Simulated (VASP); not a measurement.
Runs of VASP 6.6.1 on Zr. The structure is hexagonal, space group P6_3/mmc (No. 194). Conventional cell: a = 3.232 Å, b = 3.232 Å, c = 5.147 Å, α = 90.00°, β = 90.00°, γ = 120.00°. Zr (site symmetry -6m2) is surrounded by 12 Zr at 3.18 to 3.23 Å. 

| level | potentials or basis | gap on the mesh (eV) | pressure (GPa) | relaxed volume (Å³/atom) |
| --- | --- | --- | --- | --- |
| r2SCAN | VASP PAW PBE potentials, release 64 (Zr_sv) | none | 0.0 | (a) |
| PBE+D3(BJ) | VASP PAW PBE potentials, release 64 (Zr_sv) | none | 0.0 | 22.46 |
| PBE | VASP PAW PBE potentials, release 64 (Zr_sv) | none | 0.0 | 23.41 |
| LDA | VASP PAW LDA potentials, release 64 (Zr_sv) | none | 0.0 | 21.83 |
| PBEsol | VASP PAW PBE potentials, release 64 (Zr_sv) | none | 0.0 | (b) |

Alike in all rows: task relaxation of cell and atoms; no spin polarisation; cell relaxed; k mesh 15 × 15 × 9; cutoff (eV) 600; smearing methfessel-paxton 0.1 eV.

Fill in the values left out.

(a) 23.49; (b) 22.49.

Caveats: the PAW data sets were made with another functional, which shifts forces and pressure a little (some runs); pairwise dispersion overbinds metals, which lowers pressure and volume (some runs).

A k mesh can miss the band edges, and the runs leave out spin-orbit coupling on Zr.

A gap of «none» marks a metal or a gap under the smearing width.

Not every run made on this cell is shown here.
